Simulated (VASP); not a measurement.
```
KF
1.0
    0.00000     2.58616     2.58616
    2.58616     0.00000     2.58616
    2.58616     2.58616     0.00000
K F
1 1
Cartesian
  0.00000   0.00000   0.00000
  2.58616   2.58616   2.58616
```

Method: LDA (Ceperley-Alder, Perdew-Zunger), VASP's LDA PAW potentials (set 64) (plane waves; VASP). Run with 520 eV cut-off, 10×10×10 Γ-centred mesh, tetrahedra with Blöchl corrections, potentials K_sv F.

Tabulate the total density of states (states/eV per cell) against energy (eV; zero at the valence-band maximum or, without a gap, the Fermi level).

(E (eV), DOS (states/eV)): (-9.98, 0.00); (-9.14, 9.26); (-8.30, 0.00); (-7.58, 0.00); (-6.74, 0.00); (-5.90, 0.00); (-5.06, 0.00); (-4.22, 0.00); (-3.38, 0.00); (-2.54, 0.00); (-1.82, 0.00); (-0.98, 0.07); (-0.14, 12.9); (0.70, 0.00); (1.54, 0.00); (2.26, 0.00); (3.10, 0.00); (3.94, 0.00); (4.78, 0.00); (5.62, 0.00); (6.46, 0.01); (7.30, 0.12); (8.02, 0.27); (8.86, 1.13); (9.70, 1.10)
Within 2 eV below the valence-band maximum the largest weight inside VASP's projection spheres is F p.

The structure comes from a computed database's KF entry (Fm-3m); how it stands against other phases isn't given here. It was relaxed first, which changed the volume by -8 %.
